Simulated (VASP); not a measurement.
Data:

```xyz
4
Lattice="3.8944 0.0000 0.0000 0.0000 4.0567 0.0000 0.0000 0.0000 5.4521" Properties=species:S:1:pos:R:3 pbc="T T T"
Pb     1.9472     0.0000     4.2607
Pb     3.8944     2.0283     1.1914
O      1.9472     2.0283     5.4521
O      3.8944     0.0000     5.4521
```

These are PBE GGA, VASP's PBE PAW potentials (set 64) (plane waves; VASP 6.6.1) values and carry that method's errors. Numerical set-up: 600 eV cut-off, 6×6×4 Γ-centred mesh, Gaussian smearing of 0.050 eV, potentials Pb_d O.

Without a dispersion term in the relaxation, distances and binding between the weakly bound layers, chains or molecules are unreliable, and so is what depends on them.

The ions are relaxed. What does this cell relax into?

```xyz
4
Lattice="3.8944 0.0000 0.0000 0.0000 4.0567 0.0000 0.0000 0.0000 5.4521" Properties=species:S:1:pos:R:3 pbc="T T T"
Pb     1.9472     0.0000     4.2337
Pb     0.0000     2.0283     1.2184
O      1.9472     2.0283     5.4069
O      0.0000     0.0000     0.0452
```
Space group Pmmn (59), at a tolerance of 0.03 Å.

How much energy does the relaxation gain?

The energy (σ→0) changes by -7.2 meV/atom, in 6 ionic steps.

```json
[
 {"step": "1", "E(σ→0) (eV)": "-21.4595", "max force (eV/Å)": "0.506", "pressure (GPa)": "3.43", "volume (Å³)": "86.13"},
 {"step": "2", "E(σ→0) (eV)": "-21.4825", "max force (eV/Å)": "0.195", "pressure (GPa)": "2.05", "volume (Å³)": "86.13"},
 {"step": "3", "E(σ→0) (eV)": "-21.4846", "max force (eV/Å)": "0.141", "pressure (GPa)": "1.52", "volume (Å³)": "86.13"},
 {"step": "4", "E(σ→0) (eV)": "-21.4870", "max force (eV/Å)": "0.087", "pressure (GPa)": "1.63", "volume (Å³)": "86.13"},
 {"step": "5", "E(σ→0) (eV)": "-21.4884", "max force (eV/Å)": "0.010", "pressure (GPa)": "1.82", "volume (Å³)": "86.13"},
 {"step": "6", "E(σ→0) (eV)": "-21.4884", "max force (eV/Å)": "0.008", "pressure (GPa)": "1.82", "volume (Å³)": "86.13"}
]
```

The compound is PbO in the litharge structure. This cell was strained or had an atom moved on purpose. Symmetry was kept, so distortions that lower it aren't found.
